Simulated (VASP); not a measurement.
Given:

```yaml
crystal:
  lattice:
    - [5.20557, 0.00000, 0.00000]
    - [0.00000, 5.20557, 0.00000]
    - [0.00000, 0.00000, 5.20557]
  atoms:
    - { symbol: Tl, position: [0.00000, 0.00000, 0.00000] }
    - { symbol: Sn, position: [0.50000, 0.50000, 0.50000] }
    - { symbol: Cl, position: [0.00000, 0.50000, 0.50000] }
    - { symbol: Cl, position: [0.50000, 0.50000, 0.00000] }
    - { symbol: Cl, position: [0.50000, 0.00000, 0.50000] }
```

Level of theory: PBE GGA, VASP's PBE PAW potentials (set 64) (plane waves; VASP). Settings: 300 eV cut-off, 5×5×5 Γ-centred mesh, Gaussian smearing of 0.10 eV, potentials Tl_d Sn_d Cl.

At this cut-off the stress carries a Pulay error, which pulls relaxed volumes low.

Task: What does the run give for the energy per atom (σ→0), pressure?

Result: 
```yaml
energy per atom (σ→0): -3.169 eV/atom
pressure: 6.90 GPa
```

Total energies compare only between runs with the same potentials, cut-off and functional.

The structure was generated: TlSnCl3 was put into an ordered model structure, which need not be its known phase. The cell was not relaxed at this level.
